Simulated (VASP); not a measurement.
The cell holds one NaI (rock salt) (110) slab, with vacuum along c, ions free to move until forces fall under 0.03 eV/Å, no reconstruction beyond this cell, dipole correction on. Ionisation potential and electron affinity count from the cell's own band edges, surface states included.

```
CELL_PARAMETERS angstrom
      4.53202     0.00000     0.00000
      0.00000     6.40925     0.00000
      0.00000     0.00000    23.92319
ATOMIC_POSITIONS crystal
  Na 0.00000 0.00000 0.37046
  Na 0.50000 0.50000 0.44374
  Na 0.00000 0.00000 0.55626
  Na 0.50000 0.50000 0.62954
  I  0.50000 0.00000 0.45681
  I  0.00000 0.50000 0.35433
  I  0.50000 0.00000 0.64567
  I  0.00000 0.50000 0.54319
```

Computed with PBEsol GGA, VASP's PBE PAW potentials (set 64) (plane waves; VASP 6.6.1). Settings: 400 eV cut-off, 5×3×1 Γ-centred mesh, Gaussian smearing of 0.050 eV, potentials Na_pv I.

Slab and bulk use different k-meshes, so the surface energy is good to a few per cent at best. Unless said otherwise, spin-orbit coupling is left out, though it shifts the bands of the heavy elements here.

### Question
Predict its surface energy, ionisation potential, electron affinity, band gap (on the k-mesh).

### Answer

```
Item                          Result
------------------------  ----------
surface energy            0.22 J/m^2
ionisation potential         5.70 eV
electron affinity            2.42 eV
band gap (on the k-mesh)     3.28 eV
```

The cell is a thin slab with vacuum, built from NaI (rock salt): (110) face.
